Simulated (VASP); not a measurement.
Input:

```
TiO2
1.0
    4.55356     0.00000     0.00000
    0.00000     4.55356     0.00000
    0.00000     0.00000     2.92366
Ti O
2 4
Direct
  0.00000   0.00000   0.00000
  0.50000   0.50000   0.50000
  0.30400   0.30400   0.00000
  0.80400   0.19600   0.50000
  0.19600   0.80400   0.50000
  0.69600   0.69600   0.00000
```

Method: LDA (Ceperley-Alder, Perdew-Zunger), VASP's LDA PAW potentials (set 64) (plane waves; VASP). Settings: 520 eV cut-off, 5×5×7 Γ-centred mesh, Gaussian smearing of 0.050 eV, potentials Ti_sv O.

**Question.** Estimate the energy per atom (σ→0), band gap (on the k-mesh) with the smallest direct gap where there is one.

**Answer.** 
```json
{
  "band gap (on the k-mesh)": "1.82 eV",
  "smallest direct gap (on the k-mesh)": "1.82 eV",
  "energy per atom (σ→0)": "-9.796 eV/atom"
}
```

The compound is TiO2 in the rutile structure. It was relaxed first. The start is the result of an earlier pass.
